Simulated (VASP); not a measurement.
Data:

```
CELL_PARAMETERS angstrom
      0.00000     2.92500     2.92500
      2.92500     0.00000     2.92500
      2.92500     2.92500     0.00000
ATOMIC_POSITIONS crystal
  Hg 0.00000 0.00000 0.00000
  S  0.25000 0.25000 0.25000
```

These are PBE GGA, VASP's PBE PAW potentials (set 64) (plane waves; VASP) values and carry that method's errors. Numerical set-up: LREAL = Auto, 400 eV cut-off, 7×7×7 Γ-centred mesh, Gaussian smearing of 0.050 eV, potentials Hg S.

Unless said otherwise, spin-orbit coupling is left out, though it shifts the bands of the heavy elements here.

What does the run give for the energy per atom (σ→0), pressure, band gap (on the k-mesh) with the smallest direct gap where there is one?

```yaml
band gap (on the k-mesh): none (metal, semimetal or under 0.01 eV)
energy per atom (σ→0): -2.250 eV/atom
pressure: 4.73 GPa
```

The compound is HgS in the zinc blende structure, metacinnabar; cinnabar is the stable form. The cell was not relaxed at this level. The run is one of a series of settings (LREAL = Auto against the base run), some of them coarse on purpose.
